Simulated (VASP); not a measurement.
Input:

```xyz
4
Lattice="4.0483 0.0000 0.0000 0.0000 4.0483 0.0000 0.0000 0.0000 20.4339" Properties=species:S:1:pos:R:3 pbc="T T T"
Pb     2.0241     0.0000     9.0178
Pb     4.0483     2.0241    11.4161
O      2.0241     2.0241    10.2170
O      0.0000     0.0000    10.2170
```

Computed with PBE GGA, VASP's PBE PAW potentials (set 64) (plane waves; VASP). Run with PREC = Normal, 500 eV cut-off, 12×12×1 Γ-centred mesh, Gaussian smearing of 0.050 eV, potentials Pb_d O.

Unless said otherwise, spin-orbit coupling is left out, though it shifts the bands of the heavy elements here.

**Question.** Estimate the energy per atom (σ→0), band gap (on the k-mesh) with the smallest direct gap where there is one.

**Answer.** 
```yaml
band gap (on the k-mesh): 2.49 eV
smallest direct gap (on the k-mesh): 2.49 eV
energy per atom (σ→0): -517.8 kJ/mol-atom
```

The cell is a sheet with vacuum, built from PbO (litharge).
